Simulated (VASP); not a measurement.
# MoI (F-43m) in VASP: a series of runs, part 2 of 2

VASP 6.6.1. Earlier steps stand in the parts before.

## Step 3: Band structure, revPBE

INCAR

```
PREC = Accurate
ENCUT = 520
EDIFF = 1E-6
ISMEAR = -1
SIGMA = 0.05
LREAL = F
LASPH = T
NELM = 100
ALGO = Fast
ISIF = 2
LWAVE = F
LCHARG = F
LMAXMIX = 4
GGA = RE
```

KPOINTS

```
Automatic mesh
0
Gamma
  7 7 7
```

POSCAR

```
MoI
1.0
    0.0000000000      3.1788513800      3.1788513800
    3.1788513800      0.0000000000      3.1788513800
    3.1788513800      3.1788513800      0.0000000000
Mo I
1 1
Direct
    0.0000000000      0.0000000000      0.0000000000
    0.7500000000      0.7500000000      0.7500000000
```

KPOINTS_OPT

```
path GXWKGLUWLK,UX
20
line-mode
reciprocal
 0.0000000000  0.0000000000  0.0000000000  G
 0.5000000000  0.0000000000  0.5000000000  X

 0.5000000000  0.0000000000  0.5000000000  X
 0.5000000000  0.2500000000  0.7500000000  W

 0.5000000000  0.2500000000  0.7500000000  W
 0.3750000000  0.3750000000  0.7500000000  K

 0.3750000000  0.3750000000  0.7500000000  K
 0.0000000000  0.0000000000  0.0000000000  G

 0.0000000000  0.0000000000  0.0000000000  G
 0.5000000000  0.5000000000  0.5000000000  L

 0.5000000000  0.5000000000  0.5000000000  L
 0.6250000000  0.2500000000  0.6250000000  U

 0.6250000000  0.2500000000  0.6250000000  U
 0.5000000000  0.2500000000  0.7500000000  W

 0.5000000000  0.2500000000  0.7500000000  W
 0.5000000000  0.5000000000  0.5000000000  L

 0.5000000000  0.5000000000  0.5000000000  L
 0.3750000000  0.3750000000  0.7500000000  K

 0.6250000000  0.2500000000  0.6250000000  U
 0.5000000000  0.0000000000  0.5000000000  X
```

Potentials or basis: VASP PAW PBE potentials, release 64 (Mo_sv, I).

Command:

```console
$ cat potpaw_PBE.64/Mo_sv/POTCAR potpaw_PBE.64/I/POTCAR > POTCAR
$ mpirun -np 1 vasp_std > vasp.out
```

OUTCAR:

```text
PREC = Accurate
   ENCUT = 520
   EDIFF = 1E-6
   ISMEAR = -1
   LREAL = F
   LASPH = T
   NELM = 100
   ISIF = 2
   GGA = RE

 ion  position               nearest neighbor table
   1  0.000  0.000  0.000-   2 2.75   2 2.75   2 2.75   2 2.75
   2  0.750  0.750  0.750-   1 2.75   1 2.75   1 2.75   1 2.75

  LATTYP: Found a face centered cubic cell.
 ALAT       =     6.3577027600

  Lattice vectors:

 A1 = (   0.0000000000,   3.1788513800,   3.1788513800)
 A2 = (   3.1788513800,   0.0000000000,   3.1788513800)
 A3 = (   3.1788513800,   3.1788513800,   0.0000000000)

Analysis of symmetry for initial positions (statically):
=====================================================================
 Subroutine PRICEL returns:
 Original cell was already a primitive cell.

 Routine SETGRP: Setting up the symmetry group for a
 face centered cubic supercell.

 Subroutine GETGRP returns: Found 24 space group operations
 (whereof 24 operations were pure point group operations)
 out of a pool of 48 trial point group operations.

The static configuration has the point symmetry T_d .

[... 168 lines left out ...]
      3     -28.8231      2.00000
      4     -28.8231      2.00000
      5      -8.9642      2.00000
      6       0.9928      2.00000
      7       0.9928      2.00000
      8       0.9928      2.00000
      9       5.4497      1.99972
     10       5.4497      1.99972
     11       6.4280      0.00005
     12       8.3845      0.00000
     13       8.3845      0.00000
     14       8.3845      0.00000
[... 309 lines left out ...]
      1     -54.6763      2.00000
      2     -28.8369      2.00000
      3     -28.8301      2.00000
      4     -28.8276      2.00000
      5      -8.5218      2.00000
      6       0.4109      2.00000
      7       0.6700      2.00000
      8       1.2855      2.00000
      9       4.8216      2.00000
     10       5.3244      1.99998
     11       5.8167      1.64269
     12       6.4658      0.00002
     13       6.9814      0.00000
     14      10.6637      0.00000

------------------------ aborting loop because EDIFF is reached ----------------------------------------

  FORCE on cell =-STRESS in cart. coord.  units (eV):
  Direction    XX          YY          ZZ          XY          YZ          ZX
  --------------------------------------------------------------------------------------
  -------------------------------------------------------------------------------------
  Total       -2.5268307     -2.5268307     -2.5268307      0.0000000      0.0000000      0.0000000
  in kB      -63.0153085    -63.0153085    -63.0153085      0.0000000      0.0000000      0.0000000
  external PRESSURE =     -63.0153085 kB  Pullay stress =       0.0000000 kB

 VOLUME and BASIS-vectors are now :
 -----------------------------------------------------------------------------
  energy-cutoff  :      520.00
  volume of cell :       64.25
      direct lattice vectors                 reciprocal lattice vectors
     0.000000000  3.178851380  3.178851380    -0.157289518  0.157289518  0.157289518
     3.178851380  0.000000000  3.178851380     0.157289518 -0.157289518  0.157289518
     3.178851380  3.178851380  0.000000000     0.157289518  0.157289518 -0.157289518

 POSITION                                       TOTAL-FORCE (eV/Angst)
 -----------------------------------------------------------------------------------
      0.00000      0.00000      0.00000        -0.000000     -0.000000     -0.000000
      4.76828      4.76828      4.76828         0.000000      0.000000      0.000000
 -----------------------------------------------------------------------------------
    total drift:                               -0.000000     -0.000000     -0.000000

  FREE ENERGIE OF THE ION-ELECTRON SYSTEM (eV)
  ---------------------------------------------------
  free  energy   TOTEN  =        -8.7396645517 eV

  energy  without entropy=       -8.7017520891  energy(sigma->0) =       -8.72070832
```

OSZICAR:

```text
N       E                     dE             d eps       ncg     rms          rms(c)
DAV:   1     0.147694287649E+03    0.14769E+03   -0.10215E+04   592   0.131E+03
DAV:   2    -0.277010719887E+01   -0.15046E+03   -0.14852E+03   710   0.326E+02
DAV:   3    -0.868110226224E+01   -0.59110E+01   -0.58362E+01   728   0.582E+01
DAV:   4    -0.878862363114E+01   -0.10752E+00   -0.10737E+00   742   0.772E+00
DAV:   5    -0.878952358834E+01   -0.89996E-03   -0.89990E-03   692   0.564E-01    0.697E+00
RMM:   6    -0.874084905967E+01    0.48675E-01   -0.16411E-01   560   0.335E+00    0.376E+00
RMM:   7    -0.873650801108E+01    0.43410E-02   -0.58527E-02   642   0.173E+00    0.905E-01
RMM:   8    -0.873924578635E+01   -0.27378E-02   -0.11692E-02   688   0.832E-01    0.339E-01
RMM:   9    -0.873956768896E+01   -0.32190E-03   -0.25076E-03   634   0.411E-01    0.598E-02
RMM:  10    -0.873964177462E+01   -0.74086E-04   -0.53326E-04   726   0.167E-01    0.371E-02
[... 70 further cycles ...]
DAV:   7    -0.540688107352E+04   -0.12969E-04      560
DAV:   8    -0.540688107412E+04   -0.59660E-06      434
       N       E                     dE             ncg
DAV:   1    -0.272657747249E+04   -0.16167E+05      640
DAV:   2    -0.532681873814E+04   -0.26002E+04      734
DAV:   3    -0.541375233346E+04   -0.86934E+02      692
DAV:   4    -0.541542161163E+04   -0.16693E+01      814
DAV:   5    -0.541542724058E+04   -0.56290E-02      734
DAV:   6    -0.541542736524E+04   -0.12466E-03      826
DAV:   7    -0.541542736840E+04   -0.31574E-05      582
DAV:   8    -0.541542736855E+04   -0.15119E-06      516
```

Wall time 79 s (1 thread of AMD EPYC 9R45 (Zen 5), shared host); peak memory 0.19 GiB.

Results:

* Free energy: -8.7397 eV
* Pressure: -6.3 GPa
* Band gap along the path: none (metal or under the smearing width)

Levels at the corners of the path, in eV from the Fermi level:
| point | band 8 | band 9 | band 10 | band 11 | band 12 | band 13 | band 14 |
| --- | --- | --- | --- | --- | --- | --- | --- |
| Γ | -4.90 | -0.44 | -0.44 | 0.54 | 2.49 | 2.49 | 2.49 |
| X | -4.57 | -1.01 | -0.37 | 0.04 | 0.32 | 0.32 | 3.93 |
| X | -4.57 | -1.01 | -0.37 | 0.04 | 0.32 | 0.32 | 3.93 |
| W | -4.59 | -1.11 | -0.65 | -0.05 | 0.51 | 1.12 | 5.07 |
| W | -4.59 | -1.11 | -0.65 | -0.05 | 0.51 | 1.12 | 5.09 |
| K | -4.61 | -1.09 | -0.29 | -0.26 | 0.68 | 0.82 | 4.32 |
| K | -4.61 | -1.09 | -0.29 | -0.26 | 0.68 | 0.82 | 4.32 |
| Γ | -4.90 | -0.44 | -0.44 | 0.54 | 2.49 | 2.49 | 2.49 |
| Γ | -4.90 | -0.44 | -0.44 | 0.54 | 2.49 | 2.49 | 2.49 |
| L | -4.73 | -0.27 | -0.27 | -0.23 | 1.19 | 1.19 | 2.53 |
| L | -4.73 | -0.27 | -0.27 | -0.23 | 1.19 | 1.19 | 2.53 |
| U | -4.61 | -1.09 | -0.29 | -0.26 | 0.68 | 0.82 | 4.32 |
| U | -4.61 | -1.09 | -0.29 | -0.26 | 0.68 | 0.82 | 4.32 |
| W | -4.59 | -1.11 | -0.65 | -0.05 | 0.51 | 1.12 | 5.07 |
| W | -4.59 | -1.11 | -0.65 | -0.05 | 0.51 | 1.12 | 5.10 |
| L | -4.73 | -0.27 | -0.27 | -0.23 | 1.19 | 1.19 | 2.53 |
| L | -4.73 | -0.27 | -0.27 | -0.23 | 1.19 | 1.19 | 2.53 |
| K | -4.61 | -1.09 | -0.29 | -0.26 | 0.68 | 0.82 | 4.32 |
| U | -4.61 | -1.09 | -0.29 | -0.26 | 0.68 | 0.82 | 4.32 |
| X | -4.57 | -1.01 | -0.37 | 0.04 | 0.32 | 0.32 | 3.93 |

Caveat: the PAW data sets were made with another functional, which shifts forces and pressure a little; spin-orbit coupling is left out, which moves the levels of the heavy elements; an odd number of electrons without spin polarisation forces a metal; a magnetic or distorted state may lie lower.

## Step 4: Band structure, BLYP

INCAR: that of step 3 with these lines changed.

```diff
@@ -13,2 +13,6 @@
 LMAXMIX = 4
-GGA = RE
+GGA = B5
+ALDAX = 1.0
+AGGAX = 1.0
+AGGAC = 1.0
+ALDAC = 0.0
```

KPOINTS is that of step 3.

POSCAR is that of step 3.

KPOINTS_OPT is that of step 3.

Command:

```console
$ cat potpaw_PBE.64/Mo_sv/POTCAR potpaw_PBE.64/I/POTCAR > POTCAR
$ mpirun -np 1 vasp_std > vasp.out
```

Wall time 92 s (1 thread of AMD EPYC 9R45 (Zen 5), shared host); peak memory 0.18 GiB.

Results (log left out):

```
Free energy             : -8.0383 eV
Pressure                : -3.3 GPa
Band gap along the path : none (metal or under the smearing width)
```

Levels at the corners of the path, in eV from the Fermi level:
| point | band 9 | band 10 | band 11 | band 12 | band 13 | band 14 |
| --- | --- | --- | --- | --- | --- | --- |
| Γ | -0.45 | -0.45 | 0.61 | 2.46 | 2.46 | 2.46 |
| X | -0.97 | -0.36 | 0.02 | 0.31 | 0.31 | 4.07 |
| X | -0.97 | -0.36 | 0.02 | 0.31 | 0.31 | 4.07 |
| W | -1.06 | -0.63 | -0.06 | 0.49 | 1.09 | 5.22 |
| W | -1.06 | -0.63 | -0.06 | 0.49 | 1.09 | 5.22 |
| K | -1.06 | -0.30 | -0.25 | 0.66 | 0.80 | 4.42 |
| K | -1.06 | -0.30 | -0.25 | 0.66 | 0.80 | 4.42 |
| Γ | -0.45 | -0.45 | 0.61 | 2.46 | 2.46 | 2.46 |
| Γ | -0.45 | -0.45 | 0.61 | 2.46 | 2.46 | 2.46 |
| L | -0.28 | -0.28 | -0.22 | 1.17 | 1.17 | 2.56 |
| L | -0.28 | -0.28 | -0.22 | 1.17 | 1.17 | 2.56 |
| U | -1.06 | -0.30 | -0.25 | 0.66 | 0.80 | 4.42 |
| U | -1.06 | -0.30 | -0.25 | 0.66 | 0.80 | 4.42 |
| W | -1.06 | -0.63 | -0.06 | 0.49 | 1.09 | 5.22 |
| W | -1.06 | -0.63 | -0.06 | 0.49 | 1.09 | 5.22 |
| L | -0.28 | -0.28 | -0.22 | 1.17 | 1.17 | 2.56 |
| L | -0.28 | -0.28 | -0.22 | 1.17 | 1.17 | 2.56 |
| K | -1.06 | -0.30 | -0.25 | 0.66 | 0.80 | 4.42 |
| U | -1.06 | -0.30 | -0.25 | 0.66 | 0.80 | 4.42 |
| X | -0.97 | -0.36 | 0.02 | 0.31 | 0.31 | 4.07 |

Caveat: the PAW data sets were made with another functional, which shifts forces and pressure a little; spin-orbit coupling is left out, which moves the levels of the heavy elements; an odd number of electrons without spin polarisation forces a metal; a magnetic or distorted state may lie lower.

## Step 5: Band structure, AM05

INCAR: that of step 4 with these lines changed.

```diff
@@ -13,6 +13,2 @@
 LMAXMIX = 4
-GGA = B5
-ALDAX = 1.0
-AGGAX = 1.0
-AGGAC = 1.0
-ALDAC = 0.0
+GGA = AM
```

KPOINTS is that of step 4.

POSCAR is that of step 4.

KPOINTS_OPT is that of step 4.

Potentials or basis: VASP PAW PBE potentials, release 64 (Mo_sv, I).

Command:

```console
$ cat potpaw_PBE.64/Mo_sv/POTCAR potpaw_PBE.64/I/POTCAR > POTCAR
$ mpirun -np 1 vasp_std > vasp.out
```

OUTCAR:

```text
PREC = Accurate
   ENCUT = 520
   EDIFF = 1E-6
   ISMEAR = -1
   LREAL = F
   LASPH = T
   NELM = 100
   ISIF = 2
   GGA = AM

 ion  position               nearest neighbor table
   1  0.000  0.000  0.000-   2 2.75   2 2.75   2 2.75   2 2.75
   2  0.750  0.750  0.750-   1 2.75   1 2.75   1 2.75   1 2.75

  LATTYP: Found a face centered cubic cell.
 ALAT       =     6.3577027600

  Lattice vectors:

 A1 = (   0.0000000000,   3.1788513800,   3.1788513800)
 A2 = (   3.1788513800,   0.0000000000,   3.1788513800)
 A3 = (   3.1788513800,   3.1788513800,   0.0000000000)

Analysis of symmetry for initial positions (statically):
=====================================================================
 Subroutine PRICEL returns:
 Original cell was already a primitive cell.

 Routine SETGRP: Setting up the symmetry group for a
 face centered cubic supercell.

 Subroutine GETGRP returns: Found 24 space group operations
 (whereof 24 operations were pure point group operations)
 out of a pool of 48 trial point group operations.

The static configuration has the point symmetry T_d .

Analysis of symmetry for dynamics (positions and initial velocities):
=====================================================================
 Subroutine PRICEL returns:
 Original cell was already a primitive cell.

 Routine SETGRP: Setting up the symmetry group for a
 face centered cubic supercell.

 Subroutine GETGRP returns: Found 24 space group operations
 (whereof 24 operations were pure point group operations)
 out of a pool of 48 trial point group operations.

The dynamic configuration has the point symmetry T_d .

 Subroutine INISYM returns: Found 24 space group operations
 (whereof 24 operations are pure point group operations),
 and found     1 'primitive' translations

----------------------------------------------------------------------------------------

                                     Primitive cell

  volume of cell :      64.2452
[... 113 lines left out ...]
   LEPSILON=     F    determine dielectric tensor
   LRPA    =     F    only Hartree local field effects (RPA)
 non-spin polarized calculation
 RMM-DIIS sequential band-by-band and
  energy-cutoff  :      520.00
  volume of cell :       64.25
 maximum number of plane-waves:      1759
 NGX is ok and might be reduce to    36
   NGX = 17   NGY = 17   NGZ = 17

 number of electron      21.0000000 magnetization

 Free energy of the ion-electron system (eV)
  ---------------------------------------------------
  ext. energy  EPLUGINS =         0.00000000
  ---------------------------------------------------
  free energy    TOTEN  =        -9.73013070 eV

  energy without entropy =       -9.69159772  energy(sigma->0) =       -9.71086421

 E-fermi :   5.7295     XC(G=0):  -9.2385

 val. band max:        5.7292527243   @ k =  -0.4286   0.4286   0.1429
 cond. band min:       5.7666820492   @ k =   0.4286   0.4286   0.0000
 fundamental gap:      0.0374293250
 Fermi energy:         5.7294540337

 k-point     1 :       0.0000    0.0000    0.0000
  band No.  band energies     occupation
      1     -54.7419      2.00000
      2     -28.9326      2.00000
      3     -28.9326      2.00000
      4     -28.9326      2.00000
      5      -9.1552      2.00000
      6       0.8299      2.00000
      7       0.8299      2.00000
      8       0.8299      2.00000
      9       5.3090      1.99955
     10       5.3090      1.99955
     11       6.1745      0.00027
     12       8.1966      0.00000
     13       8.1966      0.00000
     14       8.1966      0.00000
[... 309 lines left out ...]
      1     -54.7412      2.00000
      2     -28.9466      2.00000
      3     -28.9397      2.00000
      4     -28.9372      2.00000
      5      -8.7125      2.00000
      6       0.2460      2.00000
      7       0.5091      2.00000
      8       1.1303      2.00000
      9       4.6167      2.00000
     10       5.1474      1.99998
     11       5.6664      1.55810
     12       6.2650      0.00004
     13       6.8126      0.00000
     14      10.4693      0.00000

------------------------ aborting loop because EDIFF is reached ----------------------------------------

  FORCE on cell =-STRESS in cart. coord.  units (eV):
  Direction    XX          YY          ZZ          XY          YZ          ZX
  --------------------------------------------------------------------------------------
  -------------------------------------------------------------------------------------
  Total       -3.9760463     -3.9760463     -3.9760463      0.0000000      0.0000000      0.0000000
  in kB      -99.1565374    -99.1565374    -99.1565374      0.0000000      0.0000000      0.0000000
  external PRESSURE =     -99.1565374 kB  Pullay stress =       0.0000000 kB

 VOLUME and BASIS-vectors are now :
 -----------------------------------------------------------------------------
  energy-cutoff  :      520.00
  volume of cell :       64.25
      direct lattice vectors                 reciprocal lattice vectors
     0.000000000  3.178851380  3.178851380    -0.157289518  0.157289518  0.157289518
     3.178851380  0.000000000  3.178851380     0.157289518 -0.157289518  0.157289518
     3.178851380  3.178851380  0.000000000     0.157289518  0.157289518 -0.157289518

 POSITION                                       TOTAL-FORCE (eV/Angst)
 -----------------------------------------------------------------------------------
      0.00000      0.00000      0.00000         0.000000      0.000000      0.000000
      4.76828      4.76828      4.76828        -0.000000     -0.000000     -0.000000
 -----------------------------------------------------------------------------------
    total drift:                               -0.000000     -0.000000     -0.000000

  FREE ENERGIE OF THE ION-ELECTRON SYSTEM (eV)
  ---------------------------------------------------
  free  energy   TOTEN  =        -9.7301306994 eV

  energy  without entropy=       -9.6915977172  energy(sigma->0) =       -9.71086421
```

Wall time 86 s (1 thread of AMD EPYC 9R45 (Zen 5), shared host); peak memory 0.19 GiB.

Results:

* Free energy: -9.7301 eV
* Pressure: -9.9 GPa
* Band gap along the path: none (metal or under the smearing width)

Levels at the corners of the path, in eV from the Fermi level:
| point | band 7 | band 8 | band 9 | band 10 | band 11 | band 12 | band 13 | band 14 |
| --- | --- | --- | --- | --- | --- | --- | --- | --- |
| Γ | -4.90 | -4.90 | -0.42 | -0.42 | 0.45 | 2.47 | 2.47 | 2.47 |
| X | -4.56 | -4.56 | -1.06 | -0.37 | 0.06 | 0.28 | 0.28 | 3.90 |
| X | -4.56 | -4.56 | -1.06 | -0.37 | 0.06 | 0.28 | 0.28 | 3.90 |
| W | -5.31 | -4.59 | -1.15 | -0.66 | -0.03 | 0.47 | 1.12 | 5.05 |
| W | -5.31 | -4.59 | -1.15 | -0.66 | -0.03 | 0.47 | 1.12 | 5.09 |
| K | -5.00 | -4.60 | -1.13 | -0.29 | -0.27 | 0.65 | 0.81 | 4.28 |
| K | -5.00 | -4.60 | -1.13 | -0.29 | -0.27 | 0.65 | 0.81 | 4.28 |
| Γ | -4.90 | -4.90 | -0.42 | -0.42 | 0.45 | 2.47 | 2.47 | 2.47 |
| Γ | -4.90 | -4.90 | -0.42 | -0.42 | 0.45 | 2.47 | 2.47 | 2.47 |
| L | -4.73 | -4.73 | -0.27 | -0.26 | -0.26 | 1.17 | 1.17 | 2.45 |
| L | -4.73 | -4.73 | -0.27 | -0.26 | -0.26 | 1.17 | 1.17 | 2.45 |
| U | -5.00 | -4.60 | -1.13 | -0.29 | -0.27 | 0.65 | 0.81 | 4.28 |
| U | -5.00 | -4.60 | -1.13 | -0.29 | -0.27 | 0.65 | 0.81 | 4.28 |
| W | -5.31 | -4.59 | -1.15 | -0.66 | -0.03 | 0.47 | 1.12 | 5.05 |
| W | -5.31 | -4.59 | -1.15 | -0.66 | -0.03 | 0.47 | 1.12 | 5.06 |
| L | -4.73 | -4.73 | -0.27 | -0.26 | -0.26 | 1.17 | 1.17 | 2.45 |
| L | -4.73 | -4.73 | -0.27 | -0.26 | -0.26 | 1.17 | 1.17 | 2.45 |
| K | -5.00 | -4.60 | -1.13 | -0.29 | -0.27 | 0.65 | 0.81 | 4.28 |
| U | -5.00 | -4.60 | -1.13 | -0.29 | -0.27 | 0.65 | 0.81 | 4.28 |
| X | -4.56 | -4.56 | -1.06 | -0.37 | 0.06 | 0.28 | 0.28 | 3.90 |

Caveat: the PAW data sets were made with another functional, which shifts forces and pressure a little; spin-orbit coupling is left out, which moves the levels of the heavy elements; an odd number of electrons without spin polarisation forces a metal; a magnetic or distorted state may lie lower.

## Step 6: The reference run

An earlier run on the cell as given: functional PBE; potentials or basis VASP PAW PBE potentials, release 64 (Mo_sv, I); cutoff 520 eV; k mesh 7 × 7 × 7; occupations fermi-dirac, width 0.05 eV; no spin polarisation.

- Pressure: -7.4 GPa
- Band gap on the k mesh: none (metal or under the smearing width)

## Step 7: Summary

| task | level | pressure (GPa) |
| --- | --- | --- |
| band structure | RPBE | -5.9 |
| band structure | revPBE | -6.3 |
| band structure | BLYP | -3.3 |
| band structure | AM05 | -9.9 |
| single point | PBE | -7.4 |

Alike in all rows: potentials or basis VASP PAW PBE potentials, release 64 (Mo_sv, I); no spin polarisation; cell as given; k mesh 7 × 7 × 7; cutoff (eV) 520; smearing fermi-dirac 0.05 eV.

The pressure there spans -9.9 GPa (AM05) to -3.3 GPa (BLYP); a positive pressure means that this level wants a larger cell, a negative one a smaller.

Caveats: an odd number of electrons without spin polarisation forces a metal; a magnetic or distorted state may lie lower; the PAW data sets were made with another functional, which shifts forces and pressure a little (some runs); spin-orbit coupling is left out, which moves the levels of the heavy elements (some runs).

Absolute energies hang on the potentials; compare differences alone.
